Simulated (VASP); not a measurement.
## Sb: the relaxed cell at several levels

Which functional gives the lattice of Sb as experiment finds it, and is a dearer one worth its cost? The levels: PBE, LDA, r2SCAN and PBE + D3(BJ). LASPH is on for some levels and off for others; the table marks which. The start is a cell from a database of measured crystal structures.

Method: PBE; plane waves and PAW (Sb), in the first sound run; inputs show where later runs differ, in VASP 6.6.1.

Experimental background.

“Effect of pressure on the Raman modes of antimony” (2006, arxiv:cond-mat/0608676) quotes from earlier work for Sb, A7 (Sb-I) (quoted from earlier work, 4 K): lattice constant a (a, hexagonal cell) 4.3007 Å.

This is a report of a sequence of runs, with most program output left out.

The database entry behind the starting cell differs from later determinations by our own check (c about 1.5 % short, from a theory paper), so it need not match the best structure at ambient conditions.

### 1. Starting point

Before any relaxation, the start is as follows. It takes space group R-3m (No. 166, trigonal). Conventional cell: a = 4.337 Å, b = 4.337 Å, c = 11.105 Å, α = 90.00°, β = 90.00°, γ = 120.00°. Nearest to Sb lie 3 Sb at 2.80 Å.

Structure file:

```xyz
2
Lattice="2.1683 1.2518 3.7016 -2.1683 1.2518 3.7016 0.0000 -2.5037 3.7016" Properties=species:S:1:pos:R:3 pbc="T T T"
Sb    0.0000    0.0000    2.4777
Sb    0.0000    0.0000    8.6270
```

### 2. Relaxation with PBE

The start need not lie at this functional's minimum. ISIF = 3 frees volume, shape and positions, and EDIFFG sets the threshold on forces and stress at which the search stops. PBE, the usual starting point, adds the gradient of the density.

Input file INCAR:

```
SYSTEM = Sb
PREC = Accurate
ENCUT = 520
EDIFF = 1E-06
NELM = 100
ISMEAR = -1
SIGMA = 0.05
LREAL = .FALSE.
ALGO = Normal
GGA = PE
NBANDS = 11
LORBIT = 11
LWAVE = .FALSE.
LCHARG = .FALSE.
KPAR = 2
IBRION = 2
NSW = 60
ISIF = 3
EDIFFG = -0.01
```

Input file POSCAR:

```
Sb
1.0
    2.1682650000      1.2518483814      3.7015700000
   -2.1682650000      1.2518483814      3.7015700000
    0.0000000000     -2.5036967628      3.7015700000
Sb
2
Direct
    0.2231200000      0.2231200000      0.2231200000
    0.7768800000      0.7768800000      0.7768800000
```

Input file KPOINTS:

```
Automatic mesh
0
Gamma
6 6 6
0 0 0
```

PAW data sets: Sb (PBE family, release 64).

Launch:

```bash
> mpirun -np 2 vasp_std
```

The job ended after 47 s (2 MPI ranks of AMD EPYC 9R45, shared host; peak memory 0.41 GiB).

The k-mesh is coarse for a metal. The run keeps the 12 symmetry operations of its start, so it cannot find a distortion of lower symmetry.

Step by step:

```csv
step,energy less that of the first step (eV),largest force (eV/Å),pressure (GPa),volume (Å³)
1,0.0000,1.6075,6.50,60.28
2,-0.1089,0.2247,-4.19,71.59
3,-0.1881,0.3896,-0.92,66.72
4,-0.1881,0.4101,-0.82,66.58
5,-0.2149,0.2323,-0.53,65.67
6,-0.2273,0.0148,-0.18,64.62
7,-0.2275,0.0092,-0.15,64.51
8,-0.2275,0.0264,0.10,64.19
9,-0.2276,0.0124,0.01,64.31
10,-0.2276,0.0109,0.01,64.29
11,-0.2276,0.0062,0.00,64.23
```

```csv
"conventional cell, symmetrised",before,after,change
a (Å),4.337,4.379,+1.0 %
b (Å),4.337,4.379,+1.0 %
c (Å),11.105,11.605,+4.5 %
volume (Å³/atom),30.14,32.11,+6.5 %
```

The atoms that moved most (Å, as changes of fractional coordinates times the final cell):

```csv
atom,dx,dy,dz,length
Sb1,0.000,0.000,0.099,0.099
Sb2,0.000,0.000,-0.099,0.099
```

The relaxed structure:

```xyz
2
Lattice="2.1893 1.2640 3.8682 -2.1893 1.2640 3.8682 0.0000 -2.5280 3.8682" Properties=species:S:1:pos:R:3 pbc="T T T"
Sb    0.0000    0.0000    2.6884
Sb    0.0000    0.0000    8.9162
```

Numbers from this step:

```yaml
electrons: 10
bands: 11
irreducible_k_points: 32
symmetry_operations: 12
free_energy_toten: -8.298 eV
energy_at_zero_smearing: -8.297 eV
fermi_energy: 6.501 eV
pressure: -0.002903 GPa
metallic_judged_on_the_points_sampled: yes
scf_cycles_over_all_ionic_steps: 62
```

It ends with a largest force of 0.006 eV/Å and a pressure of 0.00 GPa. The volume lies +6.5 % from that of the database's start. The conventional cell has a = 4.379 and c = 11.605 Å.

### 3. Relaxation with LDA

This step: LDA; plane waves and PAW (Sb) (VASP 6.6.1).

LDA, the lowest rung, knows the local density alone.

INCAR, as its differences from that of step 2:

```diff
@@ -9,3 +9,3 @@
 ALGO = Normal
-GGA = PE
+GGA = CA
 NBANDS = 11
```

POSCAR is that of step 2.

KPOINTS is that of step 2.

Launch:

```bash
> mpirun -np 2 vasp_std
```

Run time: 38 s. Hardware: 2 MPI ranks; peak memory 0.34 GiB.

The PAW data sets were made with PBE, though LDA sets exist; this is a small mismatch.

Relaxation path:

```csv
step,energy less that of the first step (eV),largest force (eV/Å),pressure (GPa),volume (Å³)
1,0.0000,1.4505,2.92,60.28
2,-0.0896,0.1446,-3.52,65.21
3,-0.1026,0.4545,-2.07,63.85
4,-0.1550,0.2021,-1.08,61.58
5,-0.1679,0.0306,-0.25,59.97
6,-0.1682,0.0114,-0.13,59.75
7,-0.1682,0.0049,-0.09,59.67
8,-0.1690,0.0174,0.05,59.47
9,-0.1695,0.0364,0.26,59.18
10,-0.1698,0.0073,-0.03,59.37
```

```csv
"conventional cell, symmetrised",before,after,change
a (Å),4.337,4.304,-0.7 %
b (Å),4.337,4.304,-0.7 %
c (Å),11.105,11.100,-0.0 %
volume (Å³/atom),30.14,29.68,-1.5 %
```

The atoms that moved most (Å, as changes of fractional coordinates times the final cell):

```csv
atom,dx,dy,dz,length
Sb1,0.000,0.000,0.126,0.126
Sb2,0.000,0.000,-0.126,0.126
```

Final coordinates:

```xyz
2
Lattice="2.1521 1.2425 3.7001 -2.1521 1.2425 3.7001 0.0000 -2.4851 3.7001" Properties=species:S:1:pos:R:3 pbc="T T T"
Sb    0.0000    0.0000    2.6028
Sb    0.0000    0.0000    8.4975
```

Numbers from this step:

```yaml
free_energy_toten: -9.653 eV
energy_at_zero_smearing: -9.652 eV
fermi_energy: 7.215 eV
pressure: -0.02709 GPa
scf_cycles_over_all_ionic_steps: 57
```

It ends at 29.68 Å³/atom, -1.5 % from the start, with -0.03 GPa left. The conventional cell has a = 4.304 and c = 11.100 Å.

### 4. Relaxation with r2SCAN

This step: r2SCAN; plane waves and PAW (Sb) (VASP 6.6.1).

r2SCAN adds the kinetic-energy density, costs more than a GGA and is run with LASPH.

INCAR, as its differences from that of step 3:

```diff
@@ -9,3 +9,4 @@
 ALGO = Normal
-GGA = CA
+METAGGA = R2SCAN
+LASPH = .TRUE.
 NBANDS = 11
```

POSCAR is that of step 3.

KPOINTS is that of step 3.

Launch:

```bash
> mpirun -np 2 vasp_std
```

Elapsed: 3.4 min, on 2 MPI ranks; peak memory 0.43 GiB.

The PAW data sets were made with PBE, which is usual practice but a small mismatch for other functionals. The electron count would fill whole bands, but the bands touch or overlap. That can be a semimetal, a small gap that the functional closes or, with several bands partly filled, an ordinary metal.

Step by step:

```csv
step,energy less that of the first step (eV),largest force (eV/Å),pressure (GPa),volume (Å³)
1,0.0000,1.5101,5.62,60.28
2,-0.0816,0.2525,-4.24,69.98
3,-0.1503,0.3708,-1.05,65.77
4,-0.1503,0.3913,-0.94,65.66
5,-0.1798,0.1822,-0.56,64.70
6,-0.1892,0.0134,-0.21,63.85
7,-0.1892,0.0284,-0.18,63.78
8,-0.1893,0.0253,0.17,63.44
9,-0.1894,0.0002,0.01,63.59
```

```csv
"conventional cell, symmetrised",before,after,change
a (Å),4.337,4.348,+0.3 %
b (Å),4.337,4.348,+0.3 %
c (Å),11.105,11.654,+4.9 %
volume (Å³/atom),30.14,31.80,+5.5 %
```

The atoms that moved most (Å, as changes of fractional coordinates times the final cell):

```csv
atom,dx,dy,dz,length
Sb1,0.000,0.000,0.088,0.088
Sb2,0.000,0.000,-0.088,0.088
```

The relaxed structure:

```cif
data_structure
_symmetry_space_group_name_H-M 'P 1'
_symmetry_Int_Tables_number 1
_cell_length_a 4.6251
_cell_length_b 4.6251
_cell_length_c 4.6251
_cell_angle_alpha 56.071
_cell_angle_beta 56.071
_cell_angle_gamma 56.071
_cell_volume 63.59
loop_
_atom_site_label
_atom_site_type_symbol
_atom_site_fract_x
_atom_site_fract_y
_atom_site_fract_z
_atom_site_occupancy
Sb1 Sb 0.23068 0.23068 0.23068 1
Sb2 Sb 0.76932 0.76932 0.76932 1
```

It ends at 31.80 Å³/atom, +5.5 % from the start, with 0.01 GPa left. The conventional cell has a = 4.348 and c = 11.654 Å.

### 5. Relaxation with PBE + D3(BJ)

This step: PBE with D3(BJ); plane waves and PAW (Sb) (VASP 6.6.1).

A dispersion term adds the long-range attraction that semilocal functionals lack. D3 with Becke-Johnson damping keeps a finite attraction at short range.

INCAR, as its differences from that of step 4:

```diff
@@ -9,4 +9,4 @@
 ALGO = Normal
-METAGGA = R2SCAN
-LASPH = .TRUE.
+GGA = PE
+IVDW = 12
 NBANDS = 11
```

POSCAR is that of step 4.

KPOINTS is that of step 4.

Launch:

```bash
> mpirun -np 2 vasp_std
```

Wall time 53 s (2 MPI ranks); peak memory 0.41 GiB.

The steps of the relaxation:

```csv
step,energy less that of the first step (eV),largest force (eV/Å),pressure (GPa),volume (Å³)
1,0.0000,1.6055,3.87,60.28
2,-0.1010,0.0582,-3.92,66.86
3,-0.1293,0.4962,-1.86,64.62
4,-0.1797,0.2488,-1.07,62.58
5,-0.1966,0.0329,-0.25,60.79
6,-0.1969,0.0086,-0.14,60.55
7,-0.1969,0.0010,-0.10,60.47
8,-0.1976,0.0182,0.06,60.25
9,-0.1978,0.0346,0.21,60.05
10,-0.1982,0.0120,0.00,60.18
11,-0.1982,0.0050,-0.06,60.23
12,-0.1982,0.0057,-0.06,60.22
13,-0.1982,0.0059,-0.03,60.17
```

```csv
"conventional cell, symmetrised",before,after,change
a (Å),4.337,4.322,-0.3 %
b (Å),4.337,4.322,-0.3 %
c (Å),11.105,11.158,+0.5 %
volume (Å³/atom),30.14,30.09,-0.2 %
```

The atoms that moved most (Å, as changes of fractional coordinates times the final cell):

```csv
atom,dx,dy,dz,length
Sb1,0.000,0.000,0.129,0.129
Sb2,0.000,0.000,-0.129,0.129
```

The relaxed structure:

```xyz
2
Lattice="2.1611 1.2477 3.7194 -2.1611 1.2477 3.7194 0.0000 -2.4954 3.7194" Properties=species:S:1:pos:R:3 pbc="T T T"
Sb    0.0000    0.0000    2.6189
Sb    0.0000    0.0000    8.5393
```

It ends at 30.09 Å³/atom, -0.2 % from the start, with -0.03 GPa left. The conventional cell has a = 4.322 and c = 11.158 Å. Against plain PBE, the dispersion term moves a by -1.3 % and c by -3.8 %.

### 6. The cells as a table

This step: relaxed cells at several levels; plane waves and PAW (VASP 6.6.1).

This step runs nothing: it gathers the runs above.

Lengths are those of the conventional cell; cost is the wall time of each run, as given at its step, times its ranks, without the set-up around it; LASPH differs between rows, which moves results and costs too. Results by level, by row:

```csv
level,volume (Å³/atom),change from the start (%),a (Å),c (Å),cost (core minutes),LASPH
PBE,32.11,6.5,4.379,11.61,1.57,off
LDA,29.68,-1.5,4.304,11.1,1.27,off
r2SCAN,31.8,5.5,4.348,11.65,6.84,on
PBE + D3(BJ),30.09,-0.2,4.322,11.16,1.77,off
```

### 7. What came out

| Item | Value |
| --- | --- |
| volume, PBE | 32.11 Å³/atom |
| volume, LDA | 29.68 Å³/atom |
| volume, r2SCAN | 31.80 Å³/atom |
| volume, PBE + D3(BJ) | 30.09 Å³/atom |

For Sb the levels give volumes between 29.68 Å³/atom (LDA) and 32.11 Å³/atom (PBE), a spread of 8.2 %, while the cost of the finished runs spans a factor of 5.4. Only a has a measured value here, so the levels are not ranked on the whole cell. The costs hold the number of ionic steps as well as the price of the functional. Adding D3(BJ) to PBE changes the volume by -6.3 % (a by -1.3 % and c by -3.8 %). Within 0.02 Å all end in space group R-3m; the runs can't lower the symmetry of the start. The k-sampling is coarse for a metal, so the Fermi level, pressures and the shape of the cell carry errors. LASPH is on for some levels and off for others, so differences between them are not the functional's alone. Each is a single relaxation on the plane waves of the start cell, so larger changes of volume carry a basis-set error that was not tested here.

Computed beside measured:

| quantity | measured | PBE | LDA | r2SCAN | PBE + D3(BJ) |
| --- | --- | --- | --- | --- | --- |
| lattice constant a (Å) | 4.3007 | 4.379 (+1.8 %) | 4.304 (+0.1 %) | 4.348 (+1.1 %) | 4.322 (+0.5 %) |
| lattice constant c (Å) | not in our table of this source | 11.605 | 11.100 | 11.654 | 11.158 |

Measured values from arxiv:cond-mat/0608676 (2006).

**Verdict.** For the lattice constant a, of the levels listed nearest comes LDA (+0.1 %, good agreement) and farthest PBE (+1.8 %, a clear miss). The grades are ours: good and fair within 0.7 and 1.5 % for the lattice constant a. For lattice constants the calculation has a static lattice, without zero-point motion or thermal expansion (measured at up to 4 K).

[Lines on the potential files, build, host, timing and source positions are cut from VASP's logs without a mark.]

[Logs are printed without paths, hosts, clocks, repeated set-up lines and the standing remarks that a program may print on its own settings, such as how far it seeks lower states.]

[Hosts, paths, dates, database ids (printed as entryN), source tags and the programs' standing remarks are cut or masked in the printed files.]

[A measured line is paired with the nearest computed mode of its activity, which favours agreement.]

[In band tables of VASP the shares of atoms and orbitals are scaled to a sum of 1 inside the atoms' spheres.]
